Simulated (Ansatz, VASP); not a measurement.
## SnO2 in two plane-wave programs

Aim: how closely do two programs agree when they are given the same cell, functional and k mesh? The cell is taken from a series of runs on this material, whose earlier steps may have relaxed, scaled, displaced or heated it; both programs get it as it stands.

Calculated with Ansatz 0.2.0; plane waves, with VASP 6.6.1 beside it; LDA.

## 1. Starting point

Symmetry: I4/m, No. 87, tetragonal system. Conventional cell: a = 10.585 Å, b = 10.585 Å, c = 3.232 Å, α = 90.00°, β = 90.00°, γ = 90.00°. Sn has 6 O at 2.03 to 2.09 Å nearest. Nearest to O lie 3 Sn at 2.03 to 2.09 Å. Nearest to O lie 3 Sn at 2.08 to 2.09 Å. Farther neighbours and most contacts between anions are not listed.

## 2. VASP: G0W0 gap, LDA

Quasiparticle shifts depend on high empty states and on the cores, so they are the hardest test of two PAW sets.

Lines of VASP's logs that name or quote its potential files are left out, and so is its time.

The run reads the wave functions of an earlier VASP run, which isn't shown here.

Input file INCAR:

```
SYSTEM = SnO2
PREC = Accurate
ENCUT = 440
ISMEAR = 0
SIGMA = 0.01
LREAL = .FALSE.
GGA = CA
NBANDS = 768
ALGO = EVGW0
NELMGW = 1
ENCUTGW = 140
NOMEGA = 64
PRECFOCK = Fast
NBANDSGW = 64
LWAVE = .FALSE.
LCHARG = .FALSE.
```

Input file POSCAR:

```
SnO2
1.0
   -5.2927103500      5.2927103500      1.6162330000
    5.2927103500     -5.2927103500      1.6162330000
    5.2927103500      5.2927103500     -1.6162330000
Sn O
4 8
Direct
    0.3486399258      0.1649124334      0.5135523592
    0.8350875666      0.3486399258      0.1837274924
    0.1649124334      0.6513600742      0.8162725076
    0.6513600742      0.8350875666      0.4864476408
    0.1598015712      0.4593008428      0.6191024140
    0.5406991572      0.1598015712      0.7005007285
    0.4593008428      0.8401984288      0.2994992715
    0.8401984288      0.5406991572      0.3808975860
    0.8431624031      0.7884314105      0.6315938136
    0.2115685895      0.8431624031      0.0547309926
    0.1568375969      0.2115685895      0.3684061864
    0.7884314105      0.1568375969      0.9452690074
```

Input file KPOINTS:

```
Automatic mesh
0
Gamma
4 4 4
0 0 0
```

PAW data sets: Sn_d_GW and O_GW (LDA family, release 64).

Run with:

```sh
> mpirun -np 16 vasp_std
```

Numbers of over 12 decimals in the logs are rounded to 6 here.

What it wrote:

```text
[banner, memory and clock lines left out]
running   16 mpi-ranks, on    1 nodes
 distrk:  each k-point on   16 cores,    1 groups
 distr:  one band on    1 cores,   16 groups

 POSCAR found type information on POSCAR SnO
 POSCAR found :  2 types and      12 ions
|                                                                             |
|           W    W    AA    RRRRR   N    N  II  N    N   GGGG   !!!           |
|           W    W   A  A   R    R  NN   N  II  NN   N  G    G  !!!           |
|           W    W  A    A  R    R  N N  N  II  N N  N  G       !!!           |
|           W WW W  AAAAAA  RRRRR   N  N N  II  N  N N  G  GGG   !            |
|           WW  WW  A    A  R   R   N   NN  II  N   NN  G    G                |
|           W    W  A    A  R    R  N    N  II  N    N   GGGG   !!!           |
|                                                                             |
|     For optimal performance we recommend to set                             |
|       NCORE = 2 up to number-of-cores-per-socket                            |
|     NCORE specifies how many cores store one orbital (NPAR=cpu/NCORE).      |
|     This setting can greatly improve the performance of VASP for DFT.       |
|     The default, NCORE=1 might be grossly inefficient on modern             |
|     multi-core architectures or massively parallel machines. Do your        |
|     Unfortunately you need to use the default for GW and RPA                |
|     calculations (for HF NCORE is supported but not extensively tested      |
|     yet).                                                                   |
|                                                                             |

|                                                                             |
|           W    W    AA    RRRRR   N    N  II  N    N   GGGG   !!!           |
|           W    W   A  A   R    R  NN   N  II  NN   N  G    G  !!!           |
|           W    W  A    A  R    R  N N  N  II  N N  N  G       !!!           |
|           W WW W  AAAAAA  RRRRR   N  N N  II  N  N N  G  GGG   !            |
|           WW  WW  A    A  R   R   N   NN  II  N   NN  G    G                |
|           W    W  A    A  R    R  N    N  II  N    N   GGGG   !!!           |
|                                                                             |
|     The default for ENCUTGWSOFT is different in this version of VASP.       |
|     please manually set ENCUTGWSOFT =140 in the INCAR file.                 |
|                                                                             |

 LDA part: xc-table for (Slater(with rela. corr.)+CA(PZ))
 , standard interpolation
 found WAVECAR, reading the header
 POSCAR, INCAR and KPOINTS ok, starting setup
 FFT: planning ... GRIDC
 FFT: planning ... GRID_SOFT
 FFT: planning ... GRID
 reading WAVECAR
 the WAVECAR file was read successfully
 initial charge from wavefunction
 available memory per node:     40.66 GB, setting MAXMEM to     41633

 The Fermi energy was updated, please check that it is located mid-gap
 values below the HOMO (VB) or above the LUMO (CB) will cause erroneous energies
 E-fermi :   2.0609

 calculate exact exchange contribution
 the WAVEDER file was read successfully
energies w=
    0.000    0.000    0.536    0.000    1.072    0.000    1.604    0.000
    2.134    0.000    2.659    0.000    3.178    0.000    3.692    0.000
    4.199    0.000    4.700    0.000    5.194    0.000    5.680    0.000
    6.161    0.000    6.635    0.000    7.102    0.000    7.565    0.000
    8.022    0.000    8.476    0.000    8.926    0.000    9.373    0.000
    9.819    0.000   10.263    0.000   10.708    0.000   11.154    0.000
   11.602    0.000   12.054    0.000   12.510    0.000   12.972    0.000
   13.441    0.000   13.919    0.000   14.407    0.000   14.908    0.000
   15.422    0.000   15.953    0.000   16.502    0.000   17.072    0.000
   17.667    0.000   18.289    0.000   18.942    0.000   19.631    0.000
   20.362    0.000   21.138    0.000   21.969    0.000   22.861    0.000
   23.824    0.000   24.870    0.000   26.013    0.000   27.269    0.000
   28.659    0.000   30.209    0.000   31.951    0.000   33.926    0.000
   36.188    0.000   38.807    0.000   41.876    0.000   45.527    0.000
   49.941    0.000   55.386    0.000   62.270    0.000   71.241    0.000
   83.406    0.000  100.811    0.000  127.722    0.000  174.735    0.000
 responsefunction array rank=     704
 LDA part: xc-table for (Slater(with rela. corr.)+CA(PZ))
 , standard interpolation

 min. memory requirement per mpi rank   1134.7 MB, per node  18155.4 MB

 allocating   4 responsefunctions rank=   704
 shmem allocating  64 responsefunctions rank=   704
 response function shared by NCSHMEM nodes    1
 Doing            4  frequencies on each core in blocks of           64
NQ=   1    0.0000    0.0000    0.0000,
|.........|.........|.........|.........|.........|.........|.........|.........
 performed       6141000 updates of chi_q(r,r)
 total number of BLAS operations      22921.22 Gflops
NQ=   2    0.2500    0.0000    0.0000,
|.........|.........|.........|.........|.........|.........|.........|.........
 performed      17198000 updates of chi_q(r,r)
 total number of BLAS operations      63944.23 Gflops
NQ=   3    0.5000    0.0000    0.0000,
|.........|.........|.........|.........|.........|.........|.........|.........
 performed      25502000 updates of chi_q(r,r)
 total number of BLAS operations      95574.94 Gflops
NQ=   4    0.2500    0.2500    0.0000,
|.........|.........|.........|.........|.........|.........|.........|.........
 performed      36559000 updates of chi_q(r,r)
 total number of BLAS operations     137933.92 Gflops
NQ=   5    0.5000    0.2500    0.0000,
|.........|.........|.........|.........|.........|.........|.........|.........
 performed      47616000 updates of chi_q(r,r)
 total number of BLAS operations     178836.54 Gflops
NQ=   6   -0.2500    0.5000    0.0000,
|.........|.........|.........|.........|.........|.........|.........|.........
 performed      58673000 updates of chi_q(r,r)
 total number of BLAS operations     219739.15 Gflops
NQ=   7   -0.2500    0.2500    0.0000,
|.........|.........|.........|.........|.........|.........|.........|.........
 performed      67764000 updates of chi_q(r,r)
 total number of BLAS operations     253566.96 Gflops
NQ=   8    0.5000    0.5000    0.0000,
|.........|.........|.........|.........|.........|.........|.........|.........
 performed      74888000 updates of chi_q(r,r)
 total number of BLAS operations     280079.00 Gflops
NQ=   9    0.2500    0.2500    0.2500,
|.........|.........|.........|.........|.........|.........|.........|.........
 performed      82209000 updates of chi_q(r,r)
 total number of BLAS operations     308127.40 Gflops
NQ=  10   -0.2500    0.2500    0.2500,
|.........|.........|.........|.........|.........|.........|.........|.........
 performed      91300000 updates of chi_q(r,r)
 total number of BLAS operations     341757.10 Gflops
NQ=  11    0.5000    0.5000    0.2500,
|.........|.........|.........|.........|.........|.........|.........|.........
 performed     100391000 updates of chi_q(r,r)
 total number of BLAS operations     374016.29 Gflops
NQ=  12   -0.2500    0.5000    0.2500,
|.........|.........|.........|.........|.........|.........|.........|.........
 performed     111448000 updates of chi_q(r,r)
 total number of BLAS operations     415522.63 Gflops
NQ=  13   -0.2500   -0.2500    0.2500,
|.........|.........|.........|.........|.........|.........|.........|.........
 performed     118572000 updates of chi_q(r,r)
 total number of BLAS operations     443055.02 Gflops
NQ=  14    0.5000    0.5000    0.5000,
|.........|.........|.........|.........|.........|.........|.........|.........
 performed     124713000 updates of chi_q(r,r)
 total number of BLAS operations     464718.72 Gflops
 resolving degeneracies of screened two electron integrals

 calculate QP shifts <psi_nk| G(iteration)W_0 |psi_nk>: iteration 1
 entering main loop
```

OUTCAR, selected parts (step 2):

```text
ion  position               nearest neighbor table
   1  0.349  0.165  0.514-   6 2.03   9 2.08   9 2.08   8 2.09   8 2.09  11 2.09
   2  0.835  0.349  0.184-   8 2.03  10 2.08  10 2.08   7 2.09   7 2.09  12 2.09
   3  0.165  0.651  0.816-   5 2.03  12 2.08  12 2.08   6 2.09   6 2.09  10 2.09
   4  0.651  0.835  0.486-   7 2.03  11 2.08  11 2.08   5 2.09   5 2.09   9 2.09
   5  0.160  0.459  0.619-   3 2.03   4 2.09   4 2.09
   6  0.541  0.160  0.701-   1 2.03   3 2.09   3 2.09
   7  0.459  0.840  0.299-   4 2.03   2 2.09   2 2.09
   8  0.840  0.541  0.381-   2 2.03   1 2.09   1 2.09
   9  0.843  0.788  0.632-   1 2.08   1 2.08   4 2.09
  10  0.212  0.843  0.055-   2 2.08   2 2.08   3 2.09
  11  0.157  0.212  0.368-   4 2.08   4 2.08   1 2.09
  12  0.788  0.157  0.945-   3 2.08   3 2.08   2 2.09

  LATTYP: Found a body centered tetragonal cell.
 ALAT       =    10.5854207000
 C/A-ratio  =     0.3053696298

 Subroutine GETGRP returns: Found  8 space group operations
 (whereof  8 operations were pure point group operations)

The static configuration has the point symmetry C_4h.

 Found     14 irreducible k-points:

   k-points           NKPTS =     14   k-points in BZ     NKDIM =     64   number of bands    NBANDS=    768

   dimension x,y,z NGX =    54 NGY =   54 NGZ =   54
   dimension x,y,z NGXF=   108 NGYF=  108 NGZF=  108

   ENCUT  =  440.0 eV  32.34 Ry    5.69 a.u.  13.10 13.10 13.10*2*pi/ulx,y,z

   NELECT =     104.0000    total number of electrons

  energy-cutoff  :      440.00
  volume of cell :      181.10
      direct lattice vectors                 reciprocal lattice vectors
    -5.292710350  5.292710350  1.616233000     0.000000000  0.094469557  0.309361336
     5.292710350 -5.292710350  1.616233000     0.094469557  0.000000000  0.309361336
     5.292710350  5.292710350 -1.616233000     0.094469557  0.094469557  0.000000000

 k-points in reciprocal lattice and weights: Automatic mesh
   0.00000000  0.00000000  0.00000000       0.016
   0.25000000  0.00000000  0.00000000       0.125
   0.50000000  0.00000000  0.00000000       0.062
   0.25000000  0.25000000  0.00000000       0.125
   0.50000000  0.25000000  0.00000000       0.125
  -0.25000000  0.50000000  0.00000000       0.125
  -0.25000000  0.25000000  0.00000000       0.062
   0.50000000  0.50000000  0.00000000       0.031
   0.25000000  0.25000000  0.25000000       0.031
[...]
-0.25000000 -0.25000000  0.25000000       0.031
   0.50000000  0.50000000  0.50000000       0.016

 E-fermi :   2.0609

 QP shifts <psi_nk| G(iteration)W_0 |psi_nk>: iteration 1
 for sc-GW calculations column KS-energies equals QP-energies in previous step
 and V_xc(KS)=  KS-energies - (<T + V_ion + V_H > + <T+V_H+V_ion>^1  + <V_x>^1)
 k-point   1 :       0.0000    0.0000    0.0000
  band No.  KS-energies  QP-energies   sigma(KS)   V_xc(KS)     V^pw_x(r,r')   Z            occupation Imag(sigma)
    ...
     49       0.5775      -0.0365     -20.6232     -19.7984     -24.5978       0.7443       2.0000       0.0872
     50       0.8992       0.1143     -20.1294     -19.0537     -24.7457       0.7297       2.0000       0.0988
     51       0.8992       0.1143     -20.1294     -19.0537     -24.7457       0.7297       2.0000       0.0988
     52       0.9130       0.2069     -20.7015     -19.7456     -25.2652       0.7386       2.0000       0.0919
     53       2.9846       3.9033     -13.6474     -14.7806     -10.9119       0.8108       0.0000      -0.0117
     54       5.9661       7.3224     -14.2772     -15.9867     -10.6192       0.7934       0.0000      -0.0344
     55       5.9661       7.3224     -14.2772     -15.9867     -10.6192       0.7934       0.0000      -0.0344
     56       6.3760       7.8020     -15.1128     -16.9339     -11.4174       0.7830       0.0000      -0.0430
    ...

 k-point   2 :       0.2500    0.0000    0.0000
  band No.  KS-energies  QP-energies   sigma(KS)   V_xc(KS)     V^pw_x(r,r')   Z            occupation Imag(sigma)
    ...
     49       0.6054      -0.0966     -20.3722     -19.4216     -24.7715       0.7385       2.0000       0.0925
     50       0.7040       0.0337     -20.4352     -19.5302     -24.6829       0.7406       2.0000       0.0913
     51       1.0194       0.2743     -20.4408     -19.4197     -24.9981       0.7297       2.0000       0.0969
     52       1.0232       0.2702     -20.4181     -19.3884     -24.9923       0.7312       2.0000       0.0969
     53       5.2438       6.5431     -15.3959     -17.0405     -12.2275       0.7900       0.0000      -0.0240
     54       6.6656       8.1907     -15.5196     -17.4765     -11.7247       0.7794       0.0000      -0.0386
     55       6.8449       8.3999     -15.4837     -17.4873     -11.6084       0.7761       0.0000      -0.0392
     56       7.2920       8.8951     -15.4706     -17.5465     -11.4208       0.7723       0.0000      -0.0474
    ...

 k-point   3 :       0.5000    0.0000    0.0000
  band No.  KS-energies  QP-energies   sigma(KS)   V_xc(KS)     V^pw_x(r,r')   Z            occupation Imag(sigma)
    ...
     49       0.6132      -0.0034     -20.6211     -19.7939     -24.6287       0.7454       2.0000       0.0858
     50       0.7548       0.0288     -20.2088     -19.2179     -24.5880       0.7326       2.0000       0.0965
     51       0.9333       0.2443     -20.5933     -19.6561     -24.9411       0.7352       2.0000       0.0934
     52       0.9415       0.2206     -20.4323     -19.4485     -24.8721       0.7327       2.0000       0.0954
     53       6.7523       8.2517     -14.6018     -16.5030     -10.7047       0.7887       0.0000      -0.0340
     54       6.7591       8.2674     -14.7078     -16.6240     -10.7927       0.7871       0.0000      -0.0339
     55       7.2149       8.8310     -15.4901     -17.5737     -11.4751       0.7756       0.0000      -0.0415
     56       7.2321       8.8535     -15.5542     -17.6467     -11.5441       0.7748       0.0000      -0.0423
    ...

 k-point   4 :       0.2500    0.2500    0.0000
  band No.  KS-energies  QP-energies   sigma(KS)   V_xc(KS)     V^pw_x(r,r')   Z            occupation Imag(sigma)
    ...
     49       0.6184      -0.0029     -20.6106     -19.7773     -24.6448       0.7455       2.0000       0.0865
     50       0.7988       0.0782     -20.2815     -19.2987     -24.6587       0.7333       2.0000       0.0959
     51       0.8448       0.1362     -20.4056     -19.4404     -24.7795       0.7342       2.0000       0.0952
     52       0.9886       0.2830     -20.5682     -19.6072     -24.9785       0.7342       2.0000       0.0941
     53       6.7074       8.2080     -14.6841     -16.5867     -10.7925       0.7887       0.0000      -0.0333
     54       6.8339       8.3495     -14.7209     -16.6503     -10.8028       0.7855       0.0000      -0.0350
     55       7.1672       8.7705     -15.3513     -17.4116     -11.3420       0.7782       0.0000      -0.0404
     56       7.2517       8.8743     -15.6035     -17.7037     -11.5887       0.7726       0.0000      -0.0429
    ...

[... 4 further parts left out ...]
```

[end of part 1 of 2]

[Lines on the potential files, build, host, timing and source positions are cut from VASP's logs without a mark.]

[Logs are printed without paths, hosts, clocks, repeated set-up lines and the standing remarks that a program may print on its own settings, such as how far it seeks lower states.]

[Hosts, paths, dates, database ids (printed as entryN), source tags and the programs' standing remarks are cut or masked in the printed files.]
